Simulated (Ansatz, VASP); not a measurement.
# ZnCu2SiTe4 in two plane-wave programs, part 2 of 2

One calculation is typed for both programs; each brings its own data sets. How far apart do they land? The cell is taken from a series of runs on this material, whose earlier steps may have relaxed, scaled, displaced or heated it; both programs get it as it stands.

VASP 6.6.1 and Ansatz 0.2.0.

So far: Starting point; VASP: single point, r2SCAN.

## Step 3: Ansatz: single point, r2SCAN

Level of this step: Ansatz beside VASP: Kohn-Sham DFT, plane waves, r2SCAN (Ansatz).

Ansatz runs on its default PAW (the set named soft_2) files.

The same cell, functional, mesh and smearing now go to Ansatz, which takes its cutoff from its data sets.

input.yaml

```yaml
crystal:
  lattice:
    - [-2.98854391, 2.98854391, 5.94641642]
    - [2.98854391, -2.98854391, 5.94641642]
    - [2.98854391, 2.98854391, -5.94641642]
  atoms:
    - { symbol: Te, position: [0.12852548, 0.12852548, 0.51620027] }
    - { symbol: Te, position: [0.61232521, 0.61232521, 0.48379973] }
    - { symbol: Te, position: [0.87147452, 0.38767479, 0.0] }
    - { symbol: Te, position: [0.38767479, 0.87147452, 0.0] }
    - { symbol: Zn, position: [0.0, 0.0, 0.0] }
    - { symbol: Cu, position: [0.25, 0.75, 0.5] }
    - { symbol: Cu, position: [0.75, 0.25, 0.5] }
    - { symbol: Si, position: [0.5, 0.5, 0.0] }
kpoints:
  mp_grid: { grid: [6, 6, 6] }
  band_path:
    path:
      - [[0.0, 0.0, 0.0], [0.0, 0.0, 0.5], [0.25, 0.25, 0.25], [0.0, 0.5, 0.0], [0.0, 0.0, 0.0], [0.5, 0.5, -0.5], [0.313146, 0.686854, -0.313146]]
      - [[-0.313146, 0.313146, 0.313146], [0.0, 0.0, 0.0]]
      - [[0.0, 0.0, 0.5], [-0.126293, 0.126293, 0.5]]
      - [[0.5, 0.5, -0.126293], [0.5, 0.5, -0.5]]
    npoints: 5
scf:
  occupations: { method: fermi_dirac, width: 0.02 }
  n_extra_bands: 12
hamiltonian:
  xc: r2scan
  pseudopotentials: { kind: paw }
output:
  forces: true
  stress: true
  dos:
    projected: true
    de: 0.05
    e_range: [-30, 12]
    nscf_kmesh: { grid: [8, 8, 8] }
  fatbands: true
  eigenstates:
    kpoints:
      - [0.0, 0.0, 0.0]
      - [0.04173808, -0.04173808, 0.04173808]
      - [0.08347617, -0.08347617, 0.08347617]
      - [0.12521425, -0.12521425, 0.12521425]
      - [0.16695233, -0.16695233, 0.16695233]
      - [0.20869042, -0.20869042, 0.20869042]
      - [0.2504285, -0.2504285, 0.2504285]
      - [0.29216658, -0.29216658, 0.29216658]
      - [0.33390467, -0.33390467, 0.33390467]
      - [0.37564275, -0.37564275, 0.37564275]
      - [0.41738083, -0.41738083, 0.41738083]
      - [0.45911892, -0.45911892, 0.45911892]
      - [-0.499143, 0.499143, -0.499143]
      - [-0.4681605, -0.4072675, 0.4698745]
      - [-0.437178, -0.313678, 0.438892]
      - [-0.4061955, -0.2200885, 0.4079095]
      - [-0.375213, -0.126499, 0.376927]
      - [0.0, 0.0, -0.248714]
      - [0.0, 0.0, -0.30237729]
      - [0.0, 0.0, -0.35604057]
      - [0.0, 0.0, -0.40970386]
      - [0.0, 0.0, -0.46336714]
      - [0.0, 0.0, 0.48296957]
      - [0.0, 0.0, 0.42930629]
      - [0.0, 0.0, 0.375643]
      - [0.0, 0.0, 0.32197971]
      - [0.0, 0.0, 0.26831643]
      - [0.0, 0.0, 0.21465314]
      - [0.0, 0.0, 0.16098986]
      - [0.0, 0.0, 0.10732657]
      - [0.0, 0.0, 0.05366329]
      - [0.0498287, 0.0498287, 0.000257]
      - [0.0996574, 0.0996574, 0.000514]
      - [0.1494861, 0.1494861, 0.000771]
      - [0.1993148, 0.1993148, 0.001028]
      - [0.2491435, 0.2491435, 0.001285]
      - [0.2989722, 0.2989722, 0.001542]
      - [0.3488009, 0.3488009, 0.001799]
      - [0.3986296, 0.3986296, 0.002056]
      - [0.4484583, 0.4484583, 0.002313]
      - [0.498287, 0.498287, 0.00257]
      - [0.4673045, 0.4046975, 0.0961595]
      - [0.436322, 0.311108, 0.189749]
      - [0.4053395, 0.2175185, 0.2833385]
      - [0.374357, 0.123929, 0.376928]
      - [0.3433745, 0.0303395, 0.4705175]
      - [0.312392, -0.06325, -0.435893]
      - [0.2814095, -0.1568395, -0.3423035]
      - [0.250427, -0.250429, -0.248714]
      - [0.29216533, -0.292167, -0.29045217]
      - [0.33390367, -0.333905, -0.33219033]
      - [0.375642, -0.375643, -0.3739285]
      - [0.41738033, -0.417381, -0.41566667]
      - [0.45911867, -0.459119, -0.45740483]
    e_range: [-12.0, 8.0]
    unfold: { supercell_matrix: [[-2, 1, 1], [0, 1, 1], [1, 0, -2]] }
```

On the command line:

```console
ansatz run input.yaml --threads 4 --pin off --max-ram 10240MiB --backend cpu --events-out ev --progress --plain --runs-dir out
```

Numbers of over 12 decimals in the logs are rounded to 6 here.

The program printed:

```text
scf.n_extra_bands = 12 over 59 filled bands (N_el = 118.0): the run solves 71 bands
Engine: ansatz 0.2.0, x86_64-unknown-linux-gnu
Pseudopotentials: kind: paw
Pseudopotential: Te, paw, valence charge 16, recommended cutoff 500 eV (meta_gga), Te.paw.azcp
Pseudopotential: Zn, paw, valence charge 12, recommended cutoff 500 eV (meta_gga), Zn.paw.azcp
Pseudopotential: Cu, paw, valence charge 19, recommended cutoff 500 eV (meta_gga), Cu.paw.azcp
Pseudopotential: Si, paw, valence charge 4, recommended cutoff 500 eV (meta_gga), Si.paw.azcp
Functional definition: r2SCAN
  parameter k0 = 0.174
  parameter k1 = 0.065
  parameter a1 = 4.9479
  exchange = r2scan_x(k0 = k0, k1 = k1, a1 = a1)
  correlation = r2scan_c
Crystal: 8 atoms, lattice volume = 212.439 Å³
Basis set: ecut = 500 eV, 5413 PW (Γ), exchange–correlation on 216×216×216 points (64 copies of the dense FFT grid, shifted against one another)
Bands: 71, of which v1, the nominal top of the filled ones, is band 59 counted from 1 (58 counted from 0)
Symmetry: 8 space group operations
Space group: I-42m (ITA 121), of the structure as read, at distance tolerance 6.0e-5 Å
k-points: 30 of 216 (time reversal used)
Non-local potential: Te, projectors of the file, l = 0: 2, l = 1: 2, l = 2: 2, l = 3: 2
Non-local potential: Zn, projectors of the file, l = 0: 2, l = 1: 2, l = 2: 3, l = 3: 1
Non-local potential: Cu, projectors of the file, l = 0: 3, l = 1: 2, l = 2: 3, l = 3: 1
Non-local potential: Si, projectors of the file, l = 0: 2, l = 1: 2, l = 2: 2
PAW form: soft (Blöchl's): semilocal exchange-correlation on the pseudo side does not see the compensation charge
PAW frozen core: Te, regenerated for the run's functional (the file was generated under x = pbe(κ = 0.804, μ = 0.219515), c = pbe(β = 0.066725))
PAW frozen core: Zn, regenerated for the run's functional (the file was generated under x = pbe(κ = 0.804, μ = 0.219515), c = pbe(β = 0.066725))
PAW frozen core: Cu, regenerated for the run's functional (the file was generated under x = pbe(κ = 0.804, μ = 0.219515), c = pbe(β = 0.066725))
PAW frozen core: Si, regenerated for the run's functional (the file was generated under x = pbe(κ = 0.804, μ = 0.219515), c = pbe(β = 0.066725))
PAW one-centre angular grid: Te, 590 points (default); XC on 160 Gauss nodes
PAW one-centre angular grid: Zn, 590 points (default); XC on 261 of its mesh's 2673 points in the sphere
PAW one-centre angular grid: Cu, 590 points (default); XC on 160 Gauss nodes
PAW one-centre angular grid: Si, 302 points (default); XC on 160 Gauss nodes
Initial density: superposition of atomic densities (neutral atoms: chi_scale 0, normalization atom), corrected by the library's trained network
Initial wavefunctions: pseudopotential atomic-orbital guess
Functional: x = r2scan, c = r2scan; τ floored in thin density (d = 2e-4 eV/Å³)
SCF iter   1: F=—  HF=-45208.406462 eV  |F-HF|=—  |Δ(HF+E_count)|=         —  Δρ=1.97e-2  dr2=5.83e-1  dr2_τ=1.05e-2  ethr=1.77e-3  ⟨swp⟩=6.7  Hψ=8583  notcnv=0  defer=32
preconditioner: auto → Resta (q_TF=auto, 2.474 Å⁻¹)  ε∞=5.7  [insulator: Δε(μ)=0.632 eV  Ē_g=9.221 eV  σ=0.020 eV  W_gap=1.00  n_scr=60 (ndim 8)  ℏωp=20.1 eV  f_vac=0.089  D(μ)=0.00/eV (n_scr^D=0)  ε∞_Penn≈5.7]
SCF iter   2: F=—  HF=-45208.425710 eV  |F-HF|=—  |Δ(HF+E_count)|=   1.92e-2  Δρ=1.49e-2  dr2=2.77e-1  dr2_τ=3.17e-3  ethr=4.94e-4  ⟨swp⟩=2.8  Hψ=4465  notcnv=0  defer=197
SCF iter   3: F=—  HF=-45208.346667 eV  |F-HF|=—  |Δ(HF+E_count)|=   7.90e-2  Δρ=4.70e-3  dr2=3.82e-2  dr2_τ=1.90e-4  ethr=2.35e-4  ⟨swp⟩=2.0  Hψ=3867  notcnv=0  defer=197
SCF iter   4: F=—  HF=-45208.341557 eV  |F-HF|=—  |Δ(HF+E_count)|=   5.11e-3  Δρ=1.36e-3  dr2=2.26e-3  dr2_τ=4.40e-5  ethr=3.24e-5  ⟨swp⟩=2.2  Hψ=2914  notcnv=0  defer=197
SCF iter   5: F=—  HF=-45208.341116 eV  |F-HF|=—  |Δ(HF+E_count)|=   4.41e-4  Δρ=6.55e-4  dr2=7.03e-4  dr2_τ=5.78e-6  ethr=1.91e-6  ⟨swp⟩=2.0  Hψ=2859  notcnv=0  defer=197
SCF iter   6: F=—  HF=-45208.341343 eV  |F-HF|=—  |Δ(HF+E_count)|=   2.27e-4  Δρ=2.57e-4  dr2=1.20e-4  dr2_τ=1.31e-6  ethr=5.95e-7  ⟨swp⟩=2.0  Hψ=2684  notcnv=0  defer=197
SCF iter   7: F=—  HF=-45208.341354 eV  |F-HF|=—  |Δ(HF+E_count)|=   1.08e-5  Δρ=1.33e-4  dr2=3.15e-5  dr2_τ=1.14e-7  ethr=1.01e-7  ⟨swp⟩=2.2  Hψ=2306  notcnv=0  defer=197
SCF iter   8: F=—  HF=-45208.341338 eV  |F-HF|=—  |Δ(HF+E_count)|=   1.57e-5  Δρ=1.08e-5  dr2=4.87e-7  dr2_τ=9.41e-9  ethr=2.67e-8  ⟨swp⟩=2.0  Hψ=2549  notcnv=0  defer=197
SCF iter   9: F=-45208.341338 eV  HF=-45208.341338 eV  |F-HF|=8.59e-9  |Δ(HF+E_count)|=   1.38e-7  Δρ=5.56e-6  dr2=6.98e-8  dr2_τ=9.26e-10  ethr=8.47e-11  ⟨swp⟩=12.0  Hψ=11421  notcnv=0
SCF 1 converged in 9 iterations: F = -45208.341338 eV  dr2 = 6.98e-8
  greatest PAW one-centre occupation: 1.000 electrons in one spin orbital (limit 2), on the Cu atom at site 6 (counted from 0), in its partial waves of l = 0
NSCF: frozen V_eff on 49 k-points
NSCF: frozen V_eff on 59 k-points
[...]
SCF converged after 9 iterations
Free energy (F): -45208.341338 eV
Harris-Foulkes:  -45208.341338 eV  (|F-HF|=8.59e-9)
Internal energy: -45208.341338 eV  (E = F + TS)
E sigma→0 (E₀):  -45208.341338 eV
Entropy (-TS):   -0.000000 eV (-0.000 meV/atom)
Fermi energy:    8.645155 eV
--- Per-component energies (eV) ---
  E_band       = -2163.918274
  E_kinetic    = 1491.619482
  E_local      = -19610.983847  (includes V_loc(G=0)·N_el)
  E_nonlocal   = 207.934786
  E_hartree    = 9741.311308
  E_xc         = -800.338678
  E_vxc        = -794.455903  (∫ρ·V_xc dr)
  E_paw        = -24487.593854  (= ΣΔE_a)
  E_vpaw       = -2990.366568  (= ΣTr[D̂ρ^β])
  E_aug_tail   = 0.000081  (compensation charges beyond the density's cutoff)
  E_vtau       = 49.707842  (kinetic-family band-sum trace: ∫τ·v_τ [+ j·A + Jᵃ·Aᵃ] dr)
  E_ewald      = -11750.568771
  E_core_change = 0.278154  (= ΣΔE_core)
  E_smearing   = -0.000000  (= −TS)
  E_closure    = -0.000000  (closes the sum)
  Σ components = -45208.341338   (vs F -45208.341338, Δ=0.00e0)
--- Forces (eV/Å), atoms counted from 1 ---
  atom   1  Te     0.00490754     0.00490754     0.00380946
  atom   2  Te    -0.00490754    -0.00490754     0.00380946
  atom   3  Te     0.00490754    -0.00490754    -0.00380946
  atom   4  Te    -0.00490754     0.00490754    -0.00380946
  atom   5  Zn    -0.00000000     0.00000000     0.00000000
  atom   6  Cu    -0.00000000    -0.00000000     0.00000000
  atom   7  Cu    -0.00000000     0.00000000     0.00000000
  atom   8  Si    -0.00000000     0.00000000     0.00000000
  max |Σ_I F_I| component: 3.47e-17 eV/Å
--- Stress (GPa, compression-positive) ---
        0.045246      -0.000000       0.000000
       -0.000000       0.045246      -0.000000
        0.000000      -0.000000       0.063155
  P = ⅓ Tr σ = 0.0512 GPa (0.512 kbar)
--- Band table (eV; the first three rows and the last of 30) ---
  k-point 0: bands = [... 55 lower, 6.2905, 8.2916, 8.3972, 8.3972, 8.9755, 9.8020, 11.0077, 11.2892, ... 8 higher]
  k-point 1: bands = [... 55 lower, 6.7367, 7.3092, 7.7705, 8.3100, 9.5039, 10.5991, 11.1706, 11.2366, ... 8 higher]
  k-point 2: bands = [... 55 lower, 6.9257, 7.1485, 7.5044, 8.0496, 9.5584, 10.3812, 11.0189, 11.4874, ... 8 higher]
  k-point 29: bands = [... 55 lower, 6.5838, 6.7371, 7.3974, 7.3974, 9.4608, 10.0661, 10.1684, 10.1684, ... 8 higher]
```

Reading the cycles: dr2 is the Hartree energy of the density residual (eV), the measure of convergence; HF is the Harris–Foulkes estimate of the energy, which meets the free energy F at convergence.

## Step 4: Differences

Known differences besides the potentials themselves: VASP keeps PBE cores, Ansatz makes them for the functional; the data sets hold 118 valence electrons in Ansatz (on its default PAW (the set named soft_2) files) and 62 in VASP; the cutoff is 500 eV in Ansatz and 660 eV in VASP. Total energies have different zeros and are not compared.

Compared:

```csv
quantity,Ansatz,VASP,difference
pressure (GPa),0.05,0.08,-0.03
gap on the k mesh (eV),0.496,0.498,-0.003
```

At this near-relaxed geometry the largest component of a force difference is 4 meV/Å. A gap on the mesh is an upper bound, since the band edges may lie between its points.

## Step 5: What came out

```json
{
  "difference in gap on the k mesh (single point, r2SCAN)": "-0.0026 eV"
}
```

The difference in gap on the k mesh is -0.0026 eV (single point, r2SCAN), within the 0.08 eV picked in this series as the mark of a large difference. The data sets hold unlike numbers of valence electrons (118 in Ansatz and 62 in VASP), so part of the differences comes from the potentials. How closely two codes agree says nothing of how well the functional describes the real material.

[Lines on the potential files, build, host, timing and source positions are cut from VASP's logs without a mark.]

[Logs are printed without paths, hosts, clocks, repeated set-up lines and the standing remarks that a program may print on its own settings, such as how far it seeks lower states.]

[Hosts, paths, dates, database ids (printed as entryN), source tags and the programs' standing remarks are cut or masked in the printed files.]
